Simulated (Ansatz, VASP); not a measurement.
# SnTe in two plane-wave programs

Aim: how closely do two programs agree when they are given the same cell, functional and k mesh? The cell is taken from a series of runs on this material, whose earlier steps may have relaxed, scaled, displaced or heated it; both programs get it as it stands.

Program: Ansatz 0.2.0. Level of theory: plane waves, with VASP 6.6.1 beside it; zone-centre phonons at LDA. Results are calculated unless marked as measured.

## 1. Starting point

It takes space group Fm-3m (No. 225, cubic). The conventional cell has a = 6.194 Å, b = 6.194 Å, c = 6.194 Å, α = 90.00°, β = 90.00°, γ = 90.00°. Nearest to Sn lie 6 Te at 3.10 Å. Nearest to Te lie 6 Sn at 3.10 Å. Farther neighbours and most contacts between anions are not listed.

Coordinates:

```cif
data_structure
_symmetry_space_group_name_H-M 'P 1'
_symmetry_Int_Tables_number 1
_cell_length_a 4.3797
_cell_length_b 4.3797
_cell_length_c 4.3797
_cell_angle_alpha 60.000
_cell_angle_beta 60.000
_cell_angle_gamma 60.000
_cell_volume 59.40
loop_
_atom_site_label
_atom_site_type_symbol
_atom_site_fract_x
_atom_site_fract_y
_atom_site_fract_z
_atom_site_occupancy
Sn1 Sn 0.00000 0.00000 0.00000 1
Te2 Te 0.50000 0.50000 0.50000 1
```

## 2. VASP: zone-centre phonons, LDA, pair 1

Second derivatives magnify differences that forces hide, and they need a tight electronic threshold.

Lines of VASP's logs that name or quote its potential files are left out, and so is its time.

The input, INCAR:

```
SYSTEM = SnTe
PREC = Accurate
ENCUT = 500
EDIFF = 1E-08
NELM = 120
ISMEAR = 0
SIGMA = 0.01
LREAL = .FALSE.
ALGO = Normal
GGA = PW92
NBANDS = 16
LORBIT = 11
LWAVE = .FALSE.
LCHARG = .FALSE.
ISIF = 2
IBRION = 8
LASPH = .TRUE.
GGA_COMPAT = .FALSE.
EFERMI = MIDGAP
KPAR = 2
```

The input, POSCAR:

```
SnTe
1.0
    0.0000000000      3.0969194618      3.0969194618
    3.0969194618      0.0000000000      3.0969194618
    3.0969194618      3.0969194618      0.0000000000
Sn Te
1 1
Direct
    0.0000000000      0.0000000000      0.0000000000
    0.5000000000      0.5000000000      0.5000000000
```

The input, KPOINTS:

```
Automatic mesh
0
Gamma
12 12 12
0 0 0
```

The projector-augmented-wave data sets are Sn_d and Te (LDA family, release 64).

Run with:

```
> mpirun -np 2 vasp_std
```

Numbers of over 12 decimals in the logs are rounded to 6 here.

The log of the run:

```text
[banner, memory and clock lines left out]
running    2 mpi-ranks, on    1 nodes
 distrk:  each k-point on    1 cores,    2 groups
 distr:  one band on    1 cores,    1 groups

 POSCAR found type information on POSCAR SnTe
 POSCAR found :  2 types and       2 ions
|                                                                             |
|               ----> ADVICE to this user running VASP <----                  |
|                                                                             |
|     You enforced a specific xc type in the INCAR file but a different       |
|     [... a line on the potential file left out ...]
|     I HOPE YOU KNOW WHAT YOU ARE DOING!                                     |
|                                                                             |

 LDA part: xc-table for (Slater(with rela. corr.)+PW92), standard interpolation
 POSCAR, INCAR and KPOINTS ok, starting setup
 FFT: planning ... GRIDC
 FFT: planning ... GRID_SOFT
 FFT: planning ... GRID
 WAVECAR not read
 entering main loop
       N       E                     dE             d eps       ncg     rms          rms(c)
DAV:   1     0.123965825538E+03    0.12397E+03   -0.95077E+03  2320   0.144E+03
DAV:   2     0.176392499504E+01   -0.12220E+03   -0.11926E+03  2520   0.352E+02
DAV:   3    -0.858033409277E+01   -0.10344E+02   -0.10295E+02  2992   0.897E+01
DAV:   4    -0.886056980132E+01   -0.28024E+00   -0.28020E+00  2728   0.160E+01
DAV:   5    -0.887331326295E+01   -0.12743E-01   -0.12743E-01  3440   0.317E+00    0.521E+00
DAV:   6    -0.882520898742E+01    0.48104E-01   -0.96088E-02  3328   0.228E+00    0.328E+00
DAV:   7    -0.882043631624E+01    0.47727E-02   -0.38983E-02  3064   0.109E+00    0.633E-01
DAV:   8    -0.881944944462E+01    0.98687E-03   -0.66850E-03  2928   0.672E-01    0.149E-01
DAV:   9    -0.881948785217E+01   -0.38408E-04   -0.53535E-04  3216   0.220E-01    0.557E-02
DAV:  10    -0.881946775309E+01    0.20099E-04   -0.66843E-05  3056   0.765E-02    0.238E-02
DAV:  11    -0.881946809593E+01   -0.34285E-06   -0.19911E-05  3072   0.381E-02    0.127E-02
DAV:  12    -0.881946769408E+01    0.40185E-06   -0.19684E-06  2960   0.129E-02    0.756E-03
DAV:  13    -0.881946767092E+01    0.23162E-07   -0.32884E-07  3032   0.407E-03    0.296E-03
DAV:  14    -0.881946766699E+01    0.39249E-08   -0.22328E-08  2608   0.151E-03
   1 F= -.88194677E+01 E0= -.88194677E+01  d E =-.165250E-83
 Linear response reoptimize wavefunctions to high precision
DAV:   1    -0.881946766720E+01   -0.20736E-09   -0.96151E-10  2288   0.237E-04
DAV:   2    -0.881946766717E+01    0.35470E-10   -0.75191E-11  1608   0.873E-05
 Linear response DOF=           2
 Linear response progress:
  Degree of freedom:   1/  2
       N       E                     dE             d eps       ncg     rms          rms(c)
RMM:   1    -0.217453863114E+00   -0.21745E+00    0.35414E-01  6315   0.107E+01
RMM:   2    -0.222934702671E+00   -0.54808E-02   -0.11943E-02  9153   0.882E-01    0.861E-02
RMM:   3    -0.222799060381E+00    0.13564E-03   -0.91813E-04 10039   0.243E-01    0.455E-02
RMM:   4    -0.222549221500E+00    0.24984E-03   -0.84114E-05 10047   0.734E-02    0.813E-03
RMM:   5    -0.222549799332E+00   -0.57783E-06   -0.74835E-06 10360   0.224E-02    0.377E-03
RMM:   6    -0.222556666917E+00   -0.68676E-05   -0.12823E-06 10226   0.772E-03    0.130E-03
RMM:   7    -0.222556352099E+00    0.31482E-06   -0.31322E-07 10482   0.304E-03    0.773E-04
RMM:   8    -0.222554083998E+00    0.22681E-05    0.19703E-07 10188   0.131E-03    0.235E-04
RMM:   9    -0.222553772652E+00    0.31135E-06    0.40508E-07 10864   0.608E-04    0.184E-04
RMM:  10    -0.222553581701E+00    0.19095E-06    0.60601E-07 10802   0.293E-04    0.166E-04
RMM:  11    -0.222553668325E+00   -0.86624E-07    0.43307E-07 11207   0.154E-04    0.367E-04
RMM:  12    -0.222553331280E+00    0.33704E-06    0.22480E-07  9904   0.917E-05    0.112E-04
RMM:  13    -0.222553167250E+00    0.16403E-06    0.11247E-07 10601   0.565E-05    0.293E-06
RMM:  14    -0.222553134565E+00    0.32685E-07    0.42776E-08 11188   0.322E-05    0.176E-05
RMM:  15    -0.222553121951E+00    0.12614E-07    0.25026E-08  9888   0.215E-05    0.719E-06
RMM:  16    -0.222553123258E+00   -0.13068E-08    0.93816E-09  8882   0.167E-05    0.746E-07
 first order change of Fermi-energy   0.11541E-03
 force on displaced ion       1 direction 1 :  -0.489   0.000   0.000
 Linear response progress:
  Degree of freedom:   2/  2
       N       E                     dE             d eps       ncg     rms          rms(c)
RMM:   1    -0.478747932989E-01   -0.47875E-01    0.63303E-02 11132   0.901E-01
RMM:   2    -0.482471917043E-01   -0.37240E-03   -0.20637E-03  9785   0.227E-01    0.699E-02
RMM:   3    -0.483966758142E-01   -0.14948E-03   -0.16748E-04  9894   0.655E-02    0.502E-02
RMM:   4    -0.486233655884E-01   -0.22669E-03   -0.26080E-05  9789   0.326E-02    0.591E-03
RMM:   5    -0.486301062917E-01   -0.67407E-05   -0.11498E-06 10090   0.796E-03    0.307E-03
RMM:   6    -0.486311911350E-01   -0.10848E-05   -0.10068E-07  9865   0.228E-03    0.765E-04
RMM:   7    -0.486295561988E-01    0.16349E-05   -0.15569E-08 10101   0.485E-04    0.125E-04
RMM:   8    -0.486296918794E-01   -0.13568E-06   -0.12278E-07  9765   0.149E-04    0.419E-05
RMM:   9    -0.486296912713E-01    0.60812E-09    0.22527E-07 10553   0.542E-05    0.172E-05
RMM:  10    -0.486297159881E-01   -0.24717E-07    0.39643E-07 10553   0.181E-05    0.285E-06
RMM:  11    -0.486296984597E-01    0.17528E-07    0.50436E-08  9903   0.823E-06    0.913E-07
RMM:  12    -0.486296987595E-01   -0.29981E-09    0.47285E-09  7963   0.575E-06    0.349E-07
 first order change of Fermi-energy   0.47235E-04
 force on displaced ion       2 direction 1 :  -0.480   0.000   0.000
 Linear response finished
```

From OUTCAR (step 2):

```text
ion  position               nearest neighbor table
   1  0.000  0.000  0.000-   2 3.10   2 3.10   2 3.10   2 3.10   2 3.10   2 3.10
   2  0.500  0.500  0.500-   1 3.10   1 3.10   1 3.10   1 3.10   1 3.10   1 3.10

  LATTYP: Found a face centered cubic cell.
 ALAT       =     6.1938389236

 Subroutine GETGRP returns: Found 48 space group operations
 (whereof 48 operations were pure point group operations)

The static configuration has the point symmetry O_h .

 Found     72 irreducible k-points:

   k-points           NKPTS =     72   k-points in BZ     NKDIM =     72   number of bands    NBANDS=     16

   dimension x,y,z NGX =    32 NGY =   32 NGZ =   32
   dimension x,y,z NGXF=    64 NGYF=   64 NGZF=   64

   ENCUT  =  500.0 eV  36.75 Ry    6.06 a.u.   7.99  7.99  7.99*2*pi/ulx,y,z

   NELECT =      20.0000    total number of electrons

 k-points in reciprocal lattice and weights: Automatic mesh
   0.00000000  0.00000000  0.00000000       0.001
   0.08333333  0.00000000  0.00000000       0.005
   0.16666667  0.00000000  0.00000000       0.005
   0.25000000  0.00000000  0.00000000       0.005
   0.33333333  0.00000000  0.00000000       0.005
   0.41666667  0.00000000  0.00000000       0.005
   0.50000000  0.00000000  0.00000000       0.002
   0.08333333  0.08333333  0.00000000       0.003
   0.16666667  0.08333333  0.00000000       0.014
[...]
-0.33333333  0.50000000  0.16666667       0.007
  -0.25000000  0.50000000  0.25000000       0.003

 average (electrostatic) potential at core
       1 -99.7843       2 -88.1845

  Total        0.4221152      0.4221152      0.4221152      0.0000000      0.0000000      0.0000000
  in kB       11.3847061     11.3847061     11.3847061      0.0000000      0.0000000      0.0000000
  external PRESSURE =      11.3847061 kB  Pullay stress =       0.0000000 kB

  energy-cutoff  :      500.00
  volume of cell :       59.40
      direct lattice vectors                 reciprocal lattice vectors
     0.000000000  3.096919462  3.096919462    -0.161450760  0.161450760  0.161450760
     3.096919462  0.000000000  3.096919462     0.161450760 -0.161450760  0.161450760
     3.096919462  3.096919462  0.000000000     0.161450760  0.161450760 -0.161450760

 POSITION                                       TOTAL-FORCE (eV/Angst)
 -----------------------------------------------------------------------------------
      0.00000      0.00000      0.00000         0.000000     -0.000000     -0.000000
      3.09692      3.09692      3.09692        -0.000000      0.000000      0.000000
 -----------------------------------------------------------------------------------
    total drift:                                0.000000     -0.000000     -0.000000

 Eigenvectors and eigenvalues of the dynamical matrix
 ----------------------------------------------------

   1 f  =    1.388209 THz     8.722373 2PiTHz   46.305662 cm-1     5.741168 meV
             X         Y         Z           dx          dy          dz
      0.000000  0.000000  0.000000     0.722983   -0.000000    0.000000
      3.096919  3.096919  3.096919    -0.690866    0.000000    0.000000

   2 f  =    1.388209 THz     8.722373 2PiTHz   46.305662 cm-1     5.741168 meV
             X         Y         Z           dx          dy          dz
      0.000000  0.000000  0.000000     0.000000    0.722983    0.000000
      3.096919  3.096919  3.096919     0.000000   -0.690866    0.000000

   3 f  =    1.388209 THz     8.722373 2PiTHz   46.305662 cm-1     5.741168 meV
             X         Y         Z           dx          dy          dz
      0.000000  0.000000  0.000000    -0.000000    0.000000   -0.722983
      3.096919  3.096919  3.096919    -0.000000   -0.000000    0.690866

   4 f/i=    0.006472 THz     0.040662 2PiTHz    0.215868 cm-1     0.026764 meV
             X         Y         Z           dx          dy          dz
      0.000000  0.000000  0.000000    -0.259140   -0.539093    0.345719
      3.096919  3.096919  3.096919    -0.271187   -0.564154    0.361791

   5 f/i=    0.006472 THz     0.040662 2PiTHz    0.215868 cm-1     0.026764 meV
             X         Y         Z           dx          dy          dz
      0.000000  0.000000  0.000000    -0.531707   -0.026776   -0.440303
      3.096919  3.096919  3.096919    -0.556425   -0.028021   -0.460772

   6 f/i=    0.006472 THz     0.040662 2PiTHz    0.215868 cm-1     0.026764 meV
             X         Y         Z           dx          dy          dz
      0.000000  0.000000  0.000000    -0.356974    0.431229    0.404855
      3.096919  3.096919  3.096919    -0.373569    0.451275    0.423676

 ELASTIC MODULI CONTR FROM IONIC RELAXATION (kBar)
 Direction    XX          YY          ZZ          XY          YZ          ZX
 --------------------------------------------------------------------------------
 XX           0.0000      0.0000      0.0000      0.0000      0.0000      0.0000
 YY           0.0000      0.0000      0.0000      0.0000      0.0000      0.0000
 ZZ           0.0000      0.0000      0.0000      0.0000      0.0000      0.0000
 XY           0.0000      0.0000      0.0000      0.0000      0.0000      0.0000
 YZ           0.0000      0.0000      0.0000      0.0000      0.0000      0.0000
 ZX           0.0000      0.0000      0.0000      0.0000      0.0000      0.0000
 --------------------------------------------------------------------------------
```

## 3. Ansatz: zone-centre phonons, LDA, pair 1

Ansatz runs on its PAW soft_1 files.

The same cell, functional (in two slightly different forms) and mesh now go to Ansatz, which takes its cutoff from its data sets.

The input, input.yaml:

```yaml
crystal:
  lattice:
    - [0.0, 3.0969194618, 3.0969194618]
    - [3.0969194618, 0.0, 3.0969194618]
    - [3.0969194618, 3.0969194618, 0.0]
  atoms:
    - { symbol: Sn, position: [0.0, 0.0, 0.0] }
    - { symbol: Te, position: [0.5, 0.5, 0.5] }
kpoints:
  mp_grid: { grid: [12, 12, 12] }
hamiltonian:
  xc: lda
  pseudopotentials: { kind: paw, azcp: { folder: soft_1 }, xc_functional: pbe }
scf:
  occupations: { method: fixed }
output:
  eigenvalues: true
phonons:
  method: dfpt
```

Run with:

```
> ansatz run input.yaml --threads 4 --pin off --max-ram 10240MiB --backend cpu --events-out ev --progress --plain --runs-dir out
```

The log of the run:

```text
Engine: ansatz 0.2.0, aarch64-unknown-linux-gnu
Pseudopotentials: kind: paw
Pseudopotential: Sn, paw, valence charge 14, recommended cutoff 420 eV (normal), soft_1/Sn.paw.azcp
Pseudopotential: Te, paw, valence charge 16, recommended cutoff 420 eV (normal), soft_1/Te.paw.azcp
Functional definition: SPW92
  exchange = slater_x
  correlation = pw_c
Crystal: 2 atoms, lattice volume = 59.405 Å³
Basis set: ecut = 420 eV, 1211 PW (Γ), exchange–correlation on 60×60×60 points (8 copies of the dense FFT grid, shifted against one another)
Bands: 19, of which v1, the nominal top of the filled ones, is band 15 counted from 1 (14 counted from 0)
Symmetry: 48 space group operations
k-points: 163 of 1728 (irreducible under 8 space group operations, time reversal used)
Non-local potential: Sn, projectors of the file, l = 0: 2, l = 1: 2, l = 2: 2, l = 3: 1
Non-local potential: Te, projectors of the file, l = 0: 2, l = 1: 2, l = 2: 2, l = 3: 1
PAW form: soft (Blöchl's): semilocal exchange-correlation on the pseudo side does not see the compensation charge
PAW frozen core: Sn, regenerated for the run's functional, and the local potential with it (the file was generated under x = pbe(κ = 0.804, μ = 0.219515), c = pbe(β = 0.066725))
PAW frozen core: Te, regenerated for the run's functional, and the local potential with it (the file was generated under x = pbe(κ = 0.804, μ = 0.219515), c = pbe(β = 0.066725))
PAW one-centre angular grid: Sn, 590 points (default); XC on 64 Gauss nodes
PAW one-centre angular grid: Te, 590 points (default); XC on 64 Gauss nodes
Initial density: superposition of atomic densities (chi_scale 0.1, normalization cell, long waves kept (reshape's long-wave potential 0.00 eV rms))
Initial wavefunctions: pseudopotential atomic-orbital guess
Functional: x = slater, c = lda
SCF iter   1: F=—  HF=-12707.419342 eV  |F-HF|=—  |Δ(HF+E_count)|=         —  Δρ=1.09e-2  dr2=7.12e-2  ethr=3.10e-3  ⟨swp⟩=4.8  Hψ=14175  notcnv=0  defer=291
preconditioner: auto → none  [insulator: Δε(μ)=0.256 eV  Ē_g=8.941 eV  n_scr=14 (ndim 8)  ℏωp=15.2 eV  f_vac=0.000  ε∞_Penn≈3.9]
SCF iter   2: F=—  HF=-12707.407017 eV  |F-HF|=—  |Δ(HF+E_count)|=   1.23e-2  Δρ=4.86e-3  dr2=1.24e-2  ethr=2.37e-4  ⟨swp⟩=2.1  Hψ=4905  notcnv=0  defer=313
SCF iter   3: F=—  HF=-12707.407052 eV  |F-HF|=—  |Δ(HF+E_count)|=   3.54e-5  Δρ=1.31e-3  dr2=2.05e-3  ethr=4.14e-5  ⟨swp⟩=2.5  Hψ=5967  notcnv=0  defer=314
SCF iter   4: F=—  HF=-12707.406474 eV  |F-HF|=—  |Δ(HF+E_count)|=   5.78e-4  Δρ=3.00e-4  dr2=3.61e-5  ethr=6.83e-6  ⟨swp⟩=3.4  Hψ=5243  notcnv=0  defer=316
SCF iter   5: F=—  HF=-12707.406475 eV  |F-HF|=—  |Δ(HF+E_count)|=   1.33e-6  Δρ=5.35e-5  dr2=7.09e-7  ethr=1.20e-7  ⟨swp⟩=2.0  Hψ=3611  notcnv=0  defer=300
SCF iter   6: F=—  HF=-12707.406473 eV  |F-HF|=—  |Δ(HF+E_count)|=   2.00e-6  Δρ=7.19e-6  dr2=2.39e-8  ethr=2.36e-9  ⟨swp⟩=2.3  Hψ=5020  notcnv=0  defer=191
SCF iter   7: F=—  HF=-12707.406473 eV  |F-HF|=—  |Δ(HF+E_count)|=   1.01e-8  Δρ=1.02e-6  dr2=4.04e-10  ethr=7.97e-11  ⟨swp⟩=2.0  Hψ=4728  notcnv=0  defer=191
SCF iter   8: F=-12707.406473 eV  HF=-12707.406473 eV  |F-HF|=1.09e-11  |Δ(HF+E_count)|=  1.42e-10  Δρ=1.23e-7  dr2=6.22e-12  ethr=1.00e-12  ⟨swp⟩=10.3  Hψ=21963  notcnv=0
SCF 1 converged in 8 iterations: F = -12707.406473 eV  dr2 = 6.22e-12
  greatest PAW one-centre occupation: 0.999 electrons in one spin orbital (limit 2), on the Te atom at site 1 (counted from 0), in its partial waves of l = 2
DFPT response loops at Γ: preconditioner auto → Resta (q_TF=auto, 2.435 Å⁻¹)  ε∞=15.2 (no band partly filled); β = 1.00, the filter's whole step (`scf.mixing.beta` (0.50) is not read by the response loops at its default; to damp them type it under 1.00, their step now; it binds the ground state too); Broyden in place of MSR1
SCF converged after 8 iterations
Free energy (F): -12707.406473 eV
Harris-Foulkes:  -12707.406473 eV  (|F-HF|=1.09e-11)
Internal energy: -12707.406473 eV  (E = F + TS)
E sigma→0 (E₀):  -12707.406473 eV
Fermi energy:    10.085788 eV
--- Per-component energies (eV) ---
  E_band       = -340.223479
  E_kinetic    = 342.489845
  E_local      = -2612.884050  (includes V_loc(G=0)·N_el)
  E_nonlocal   = 221.527426
  E_hartree    = 1307.908304
  E_xc         = -247.958057
  E_vxc        = -184.785759  (∫ρ·V_xc dr)
  E_paw        = -8743.158064  (= ΣΔE_a)
  E_vpaw       = -722.388042  (= ΣTr[D̂ρ^β])
  E_aug_tail   = 0.000346  (compensation charges beyond the density's cutoff)
  E_ewald      = -2976.435756
  E_core_change = 1.103533  (= ΣΔE_core)
  E_smearing   = -0.000000  (= −TS)
  E_closure    = 0.000000  (closes the sum)
  Σ components = -12707.406473   (vs F -12707.406473, Δ=0.00e0)
--- Band table (eV; the first three rows and the last of 163) ---
  k-point 0: bands = [... 11 lower, 5.5335, 7.9131, 7.9131, 7.9131, 13.5724, 13.5724, 13.5724, 14.9178]
  k-point 1: bands = [... 11 lower, 5.1238, 7.9235, 7.9235, 8.2177, 13.2122, 13.2122, 13.2303, 14.8362]
  k-point 2: bands = [... 11 lower, 4.2664, 7.9589, 7.9589, 8.7622, 12.4756, 12.4756, 12.5321, 14.8648]
  k-point 162: bands = [... 11 lower, 2.5432, 5.0375, 5.0375, 9.3580, 10.9769, 14.8092, 14.8092, 16.4188]
--- Phonons (Γ-DFPT): 2 representative perturbations + reference, on 163 of 1728 k-points (Σ response iterations 6) ---
  k mesh reduced under 8 symmetry operations, with k and −k counted as one. Each operation leaves every solved perturbation unchanged. A smaller set is not used because it would not reduce the number of displacements times k-points to solve
  ASR residual: 1.013e-4 → 0.000e0 eV/Å²; symmetrization residual: 1.057e-5 eV/Å²
  ASR residual per site (eV/Å²): 1.01e-4 1.90e-5
  Γ frequencies (cm⁻¹): 0.00 0.00 0.00 42.90 42.90 42.90
  non-analytic LO–TO correction: not included (Born effective charges unavailable; polar crystals: no LO–TO splitting at Γ)
```

## 4. Side by side

Known differences besides the potentials themselves: fixed occupations in Ansatz, narrow Gaussian smearing in VASP; the data sets hold 30 valence electrons in Ansatz (on its PAW soft_1 files) and 20 in VASP; the cutoff is 420 eV in Ansatz and 500 eV in VASP; VASP's log shows a relativistic correction to its local exchange, Ansatz's none. Total energies have different zeros and are not compared.

The two programs side by side:

| quantity | Ansatz | VASP | difference |
| --- | --- | --- | --- |
| optical mode 1 to 3 (cm⁻¹) | 42.9 | 46.3 | -3.4 |

Modes are paired by rising frequency, not by their patterns, so a pair may set unlike modes beside each other; they are those without the splitting of longitudinal modes.

(Part 1 of 2 ends here.)

[Lines on the potential files, build, host, timing and source positions are cut from VASP's logs without a mark.]

[Logs are printed without paths, hosts, clocks, repeated set-up lines and the standing remarks that a program may print on its own settings, such as how far it seeks lower states.]

[Hosts, paths, dates, database ids (printed as entryN), source tags and the programs' standing remarks are cut or masked in the printed files.]
